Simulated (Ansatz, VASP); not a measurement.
# NaTaS3: VASP beside Ansatz

Aim: how closely do two programs agree when they are given the same cell, functional and k mesh? The cell is generated by rule, not measured, and may not be a known phase. The cell is taken from a series of runs on this material, whose earlier steps may have relaxed, scaled, displaced or heated it; both programs get it as it stands.

Method: plane waves, with VASP 6.6.1 beside it; relaxation of cell and atoms at PBE, in Ansatz 0.2.0.

The structure was built from a prototype and need not be the compound's stable phase.

### Step 1. Set-up

The structure is tetragonal, space group I4/mcm (No. 140). The conventional cell has a = 6.547 Å, b = 6.547 Å, c = 9.782 Å, α = 90.00°, β = 90.00°, γ = 90.00°. Na has 8 S at 2.90 to 3.27 Å nearest. Nearest to Ta lie 6 S at 2.43 to 2.45 Å. Nearest to S lie 2 Ta at 2.43 Å and 2 Na at 2.90 Å. Nearest to S lie 2 Ta at 2.45 Å and 4 Na at 3.27 Å. Farther neighbours and most contacts between anions are not listed.

### Step 2. Ansatz: relaxation of cell and atoms, PBE

Ansatz runs on its PAW soft_1 files.

The relaxed volume is the usual yardstick between codes: in a stiff, nearly cubic crystal its relative difference is about their pressure difference at one cell divided by the bulk modulus.

The input, input.yaml:

```yaml
crystal:
  lattice:
    - [-3.273302323, 3.273302323, 4.8909273369]
    - [3.273302323, -3.273302323, 4.8909273369]
    - [3.273302323, 3.273302323, -4.8909273369]
  atoms:
    - { symbol: Na, position: [0.75, 0.25, 0.5] }
    - { symbol: Na, position: [0.25, 0.75, 0.5] }
    - { symbol: Ta, position: [0.0, 0.0, 0.0] }
    - { symbol: Ta, position: [0.5, 0.5, 0.0] }
    - { symbol: S, position: [0.6689182087, 0.1689182087, 0.8378364174] }
    - { symbol: S, position: [0.3310817913, 0.8310817913, 0.1621635826] }
    - { symbol: S, position: [0.75, 0.75, 0.0] }
    - { symbol: S, position: [0.25, 0.25, 0.0] }
    - { symbol: S, position: [0.1689182087, 0.3310817913, 0.5] }
    - { symbol: S, position: [0.8310817913, 0.6689182087, 0.5] }
kpoints:
  mp_grid: { grid: [8, 8, 8] }
hamiltonian:
  xc: pbe
  pseudopotentials: { kind: paw, azcp: { folder: soft_1 } }
scf:
  occupations: { method: methfessel_paxton, width: 0.2 }
output:
  forces: true
  stress: true
  eigenvalues: true
relax:
  adjacent_minimum: "off"
  f_tol: 0.001
  max_steps: 60
  cell: { stress_tol: 0.01 }
```

The run is started by

```sh
ansatz run input.yaml --threads 4 --pin off --max-ram 16384MiB --backend cpu --events-out ev --progress --plain --runs-dir out
```

Numbers of over 12 decimals in the logs are rounded to 6 here.

Log:

```text
Engine: ansatz 0.2.0, aarch64-unknown-linux-gnu
Pseudopotentials: kind: paw
Pseudopotential: Na, paw, valence charge 9, recommended cutoff 420 eV (normal), soft_1/Na.paw.azcp
Pseudopotential: Ta, paw, valence charge 13, recommended cutoff 420 eV (normal), soft_1/Ta.paw.azcp
Pseudopotential: S, paw, valence charge 6, recommended cutoff 420 eV (normal), soft_1/S.paw.azcp
Functional definition: PBE
  parameter kappa = 0.804
  parameter beta = 0.066725
  exchange = pbe_x(kappa = kappa, mu = beta*pi^2/3)
  correlation = pbe_c(beta = beta)
Crystal: 10 atoms, lattice volume = 209.616 Å³
Basis set: ecut = 420 eV, 4097 PW (Γ), exchange–correlation on 96×96×96 points (8 copies of the dense FFT grid, shifted against one another)
Bands: 50, of which v1, the nominal top of the filled ones, is band 40 counted from 1 (39 counted from 0)
Symmetry: 16 space group operations
Space group: I4/mcm (ITA 140), of the structure as read, at distance tolerance 5.9e-5 Å
k-points: 59 of 512
Non-local potential: Na, projectors of the file, l = 0: 3, l = 1: 2, l = 2: 1
Non-local potential: Ta, projectors of the file, l = 0: 3, l = 1: 2, l = 2: 2, l = 3: 1
Non-local potential: S, projectors of the file, l = 0: 2, l = 1: 2, l = 2: 1
PAW form: soft (Blöchl's): semilocal exchange-correlation on the pseudo side does not see the compensation charge
PAW one-centre angular grid: Na, 110 points (default); XC on 64 Gauss nodes
PAW one-centre angular grid: Ta, 590 points (default); XC on 64 Gauss nodes
PAW one-centre angular grid: S, 110 points (default); XC on 64 Gauss nodes
Initial density: superposition of atomic densities (chi_scale 0.1, normalization cell, long waves kept (reshape's long-wave potential 0.00 eV rms))
Initial wavefunctions: pseudopotential atomic-orbital guess
Functional: x = pbe(κ = 0.804, μ = 0.219515), c = pbe(β = 0.066725)
SCF iter   1: F=—  HF=-28261.807847 eV  |F-HF|=—  |Δ(HF+E_count)|=         —  Δρ=4.00e-2  dr2=2.33e0  ethr=3.10e-3  ⟨swp⟩=6.9  Hψ=12041  notcnv=0
preconditioner: auto → Resta (q_TF=auto, 2.324 Å⁻¹)  ε∞=6.0  [insulator: Δε(μ)=0.207 eV  Ē_g=7.958 eV  σ=0.200 eV  W_gap=0.56  n_scr=58 (ndim 8)  ℏωp=17.8 eV  f_vac=0.000  D(μ)=0.79/eV (n_scr^D=0)  ε∞_Penn≈6.0]
SCF iter   2: F=—  HF=-28261.146006 eV  |F-HF|=—  |Δ(HF+E_count)|=   6.62e-1  S|Δr|=    0.00e0  Δρ=1.95e-2  dr2=6.81e-1  ethr=2.92e-3  ⟨swp⟩=2.0  Hψ=3941  notcnv=0  defer=85
SCF iter   3: F=—  HF=-28261.003358 eV  |F-HF|=—  |Δ(HF+E_count)|=   1.43e-1  S|Δr|=    0.00e0  Δρ=4.61e-3  dr2=6.16e-2  ethr=8.51e-4  ⟨swp⟩=2.0  Hψ=3201  notcnv=0  defer=85
SCF iter   4: F=—  HF=-28261.006648 eV  |F-HF|=—  |Δ(HF+E_count)|=   3.29e-3  S|Δr|=    0.00e0  Δρ=1.22e-3  dr2=2.73e-3  ethr=7.71e-5  ⟨swp⟩=2.1  Hψ=4330  notcnv=0  defer=85
SCF iter   5: F=—  HF=-28261.009282 eV  |F-HF|=—  |Δ(HF+E_count)|=   2.63e-3  S|Δr|=    0.00e0  Δρ=2.48e-4  dr2=2.60e-4  ethr=3.41e-6  ⟨swp⟩=2.0  Hψ=3748  notcnv=0  defer=85
SCF iter   6: F=—  HF=-28261.009570 eV  |F-HF|=—  |Δ(HF+E_count)|=   2.88e-4  S|Δr|=    0.00e0  Δρ=6.63e-5  dr2=1.44e-5  ethr=3.25e-7  ⟨swp⟩=2.0  Hψ=4150  notcnv=0  defer=85
SCF iter   7: F=—  HF=-28261.009538 eV  |F-HF|=—  |Δ(HF+E_count)|=   3.14e-5  S|Δr|=    0.00e0  Δρ=2.00e-5  dr2=1.42e-6  ethr=1.80e-8  ⟨swp⟩=2.0  Hψ=4634  notcnv=0  defer=193
SCF iter   8: F=-28261.009540 eV  HF=-28261.009540 eV  |F-HF|=4.38e-9  |Δ(HF+E_count)|=   1.19e-6  S|Δr|=    0.00e0  Δρ=4.78e-6  dr2=7.42e-8  ethr=1.25e-10  ⟨swp⟩=12.0  Hψ=15950  notcnv=0
SCF 1 converged in 8 iterations: F = -28261.009540 eV  dr2 = 7.42e-8
  greatest PAW one-centre occupation: 0.999 electrons in one spin orbital (limit 2), on the Na atom at site 1 (counted from 0), in its partial waves of l = 0
relax step   1: F+E_penalty+E_count = -28261.00953964 eV  Δ(F+E_penalty+E_count) = +0.000e0 eV  max|allowed force component| = 4.175e-4 eV/Å  Δτ_max = 0.0000 Å  P = +0.002 GPa  Ω = 209.616 Å³  (8 SCF iters, dr2 threshold 1.00e-7 eV, accepted)
Initial density: handed on by an earlier stage of this run
Initial wavefunctions: pseudopotential atomic-orbital guess (no wavefunctions were taken with the density)
iter 1 solved again at ethr=2.88e-6 eV; its pass at ethr=3.10e-3 eV (dr2=2.30e-3 eV) is discarded
SCF iter   1: F=—  HF=-28261.009586 eV  |F-HF|=—  |Δ(HF+E_count)|=         —  Δρ=5.24e-6  dr2=9.75e-8  ethr=2.88e-6  ⟨swp⟩=3.0  Hψ=19414  notcnv=0
eigensolver tolerance schedule: the retry pair's looser diagonalisation over-reported the residual by 23595.50 of it (diagonalisation noise at an unbounded share of the residual, at the tolerance the schedule requests for it); recorded, not acted on — ethr = c·dr2/N_el stays at c = 1.0e-1
preconditioner: auto → Kerker (q_TF=auto, 2.324 Å⁻¹)  [metal: Δε(μ)=0.112 eV  Ē_g=7.895 eV  σ=0.200 eV  W_gap=0.40  n_scr=58 (ndim 8)  ℏωp=17.8 eV  f_vac=0.025  D(μ)=1.00/eV (n_scr^D=0)]
SCF iter   2: F=—  HF=-28261.009540 eV  |F-HF|=—  |Δ(HF+E_count)|=   4.66e-5  S|Δr|=    0.00e0  Δρ=3.45e-6  dr2=4.61e-8  ethr=1.22e-10  ⟨swp⟩=3.9  Hψ=8269  notcnv=0
SCF iter   3: F=—  HF=-28261.009540 eV  |F-HF|=—  |Δ(HF+E_count)|=   6.89e-9  S|Δr|=    0.00e0  Δρ=2.16e-6  dr2=2.14e-8  ethr=5.77e-11  ⟨swp⟩=1.0  Hψ=2950  notcnv=0
SCF iter   4: F=—  HF=-28261.009540 eV  |F-HF|=—  |Δ(HF+E_count)|=   8.47e-9  S|Δr|=    0.00e0  Δρ=9.07e-7  dr2=3.29e-9  ethr=2.67e-11  ⟨swp⟩=2.0  Hψ=3964  notcnv=0
SCF iter   5: F=—  HF=-28261.009540 eV  |F-HF|=—  |Δ(HF+E_count)|=  1.42e-10  S|Δr|=    0.00e0  Δρ=4.96e-7  dr2=8.55e-10  ethr=4.11e-12  ⟨swp⟩=2.0  Hψ=3748  notcnv=0
SCF iter   6: F=—  HF=-28261.009540 eV  |F-HF|=—  |Δ(HF+E_count)|=  2.00e-10  S|Δr|=    0.00e0  Δρ=1.94e-7  dr2=4.17e-11  ethr=1.07e-12  ⟨swp⟩=2.0  Hψ=4757  notcnv=0
SCF iter   7: F=—  HF=-28261.009540 eV  |F-HF|=—  |Δ(HF+E_count)|=  3.27e-11  S|Δr|=    0.00e0  Δρ=4.37e-8  dr2=4.17e-12  ethr=1.00e-12  ⟨swp⟩=1.0  Hψ=2950  notcnv=0
SCF iter   8: F=-28261.009540 eV  HF=-28261.009540 eV  |F-HF|=1.46e-11  |Δ(HF+E_count)|=    0.00e0  S|Δr|=    0.00e0  Δρ=1.32e-8  dr2=4.58e-13  ethr=1.00e-12  ⟨swp⟩=7.4  Hψ=13397  notcnv=0
SCF 2 converged in 8 iterations: F = -28261.009540 eV  dr2 = 4.58e-13
relax step   2: F+E_penalty+E_count = -28261.00953966 eV  Δ(F+E_penalty+E_count) = -2.265e-8 eV  max|allowed force component| = 4.327e-4 eV/Å  Δτ_max = 0.0000 Å  P = +0.002 GPa  Ω = 209.616 Å³  stress off target by 2.04e-3 GPa  SCF on the basis re-selected at this cell (its energy is not comparable with the rows above)  (8 SCF iters)
basis re-selected at this cell: Δ(F+E_penalty+E_count) = -2.265e-8 eV, ΔP = -0.000 GPa vs the last step (what re-selecting the basis moved, of the pressure what is left beyond the Pulay correction that the steps carried, after the strain that the cell walked since its last selection, with what the two solves' SCF thresholds leave and, on support functions, any second-order correction that the steps lacked; it is no m [...]
SCF converged after 8 iterations
Stability not checked: this state was not tested for a lower state beside it, because cold or Methfessel-Paxton smearing, or corrected tetrahedra, fill the levels in a way that the test cannot read (fill_not_monotonic; see scf.lower_state_search)
Free energy (F): -28261.009540 eV
Harris-Foulkes:  -28261.009540 eV  (|F-HF|=1.46e-11)
Internal energy: -28261.018588 eV  (E = F + TS)
E sigma→0 (E₀):  -28261.011802 eV
Entropy (-TS):   0.009048 eV (0.905 meV/atom)
Fermi energy:    6.807694 eV
Step filling:    the computed levels leave a gap of 0.0000 eV = 0.0 smearing widths at the electron count; against every level under it full and every level over it empty, smearing changes F+E_penalty+E_count by +3.506 meV and its σ→0 estimate by +1.244 meV
--- Per-component energies (eV) ---
  E_band       = -884.675751
  E_kinetic    = 1640.208607
  E_local      = -5643.997470  (includes V_loc(G=0)·N_el)
  E_nonlocal   = 741.050795
  E_hartree    = 1947.776974
  E_xc         = -1248.546525
  E_vxc        = -1056.659972  (∫ρ·V_xc dr)
  E_paw        = -20846.592154  (= ΣΔE_a)
  E_vpaw       = -460.831852  (= ΣTr[D̂ρ^β])
  E_aug_tail   = 0.000217  (compensation charges beyond the density's cutoff)
  E_ewald      = -4850.919031
  E_smearing   = 0.009048  (= −TS)
  E_closure    = 0.000000  (closes the sum)
  Σ components = -28261.009540   (vs F -28261.009540, Δ=0.00e0)
--- Forces (eV/Å), atoms counted from 1 ---
  atom   1  Na    -0.00000000    -0.00000000     0.00000000
  atom   2  Na    -0.00000000    -0.00000000     0.00000000
  atom   3  Ta     0.00000000     0.00000000     0.00000000
  atom   4  Ta     0.00000000    -0.00000000     0.00000000
  atom   5  S     -0.00043275    -0.00043275     0.00000000
  atom   6  S      0.00043275     0.00043275     0.00000000
  atom   7  S      0.00000000     0.00000000     0.00000000
  atom   8  S     -0.00000000    -0.00000000     0.00000000
  atom   9  S      0.00043275    -0.00043275     0.00000000
  atom  10  S     -0.00043275     0.00043275    -0.00000000
  max |Σ_I F_I| component: 9.76e-18 eV/Å
--- Stress (GPa, compression-positive) ---
        0.002042      -0.000000       0.000000
       -0.000000       0.002042       0.000000
        0.000000       0.000000       0.000888
  P = ⅓ Tr σ = 0.0017 GPa (0.017 kbar)
--- Band table (eV; the first three rows and the last of 59) ---
  k-point 0: bands = [... 36 lower, 6.1198, 6.1198, 6.8055, 6.8055, 6.9672, 7.4049, 7.4049, 7.9045, ... 6 higher]
  k-point 1: bands = [... 36 lower, 6.1079, 6.2160, 6.2614, 6.5550, 7.2733, 7.5198, 7.7643, 8.2574, ... 6 higher]
  k-point 2: bands = [... 36 lower, 5.9819, 6.0279, 6.0497, 6.7607, 6.9172, 7.9787, 8.3292, 8.5550, ... 6 higher]
  k-point 58: bands = [... 36 lower, 5.0347, 5.1049, 6.7862, 6.7862, 6.9780, 7.8879, 8.8408, 8.8408, ... 6 higher]
--- Relaxed structure (1 steps of the walk, 1 accepted, 1 SCFs on fresh bases) ---
  F+E_penalty+E_count = -28261.00953966 eV   max|allowed force component| = 4.327e-4 eV/Å   (the final SCF, on the basis selected at the relaxed cell)
  cell:  # Å, volume = 209.6155 Å³
    - [-3.273302323, 3.273302323, 4.8909273369]
    - [3.273302323, -3.273302323, 4.8909273369]
    - [3.273302323, 3.273302323, -4.8909273369]
  atoms:
    - { symbol: Na, position: [0.75, 0.250000, 0.500000] }
    - { symbol: Na, position: [0.250000, 0.75, 0.500000] }
    - { symbol: Ta, position: [0.0, 0.0, 0.0] }
    - { symbol: Ta, position: [0.5, 0.5, 0.0] }
    - { symbol: S, position: [0.668918, 0.168918, 0.837836] }
    - { symbol: S, position: [0.331082, 0.831082, 0.162164] }
    - { symbol: S, position: [0.750000, 0.750000, 0.0] }
    - { symbol: S, position: [0.25, 0.25, 0.0] }
    - { symbol: S, position: [0.1689182087, 0.3310817913, 0.5] }
    - { symbol: S, position: [0.831082, 0.668918, 0.500000] }
```

[end of part 1 of 2]

[Lines on the potential files, build, host, timing and source positions are cut from VASP's logs without a mark.]

[Logs are printed without paths, hosts, clocks, repeated set-up lines and the standing remarks that a program may print on its own settings, such as how far it seeks lower states.]

[Hosts, paths, dates, database ids (printed as entryN), source tags and the programs' standing remarks are cut or masked in the printed files.]
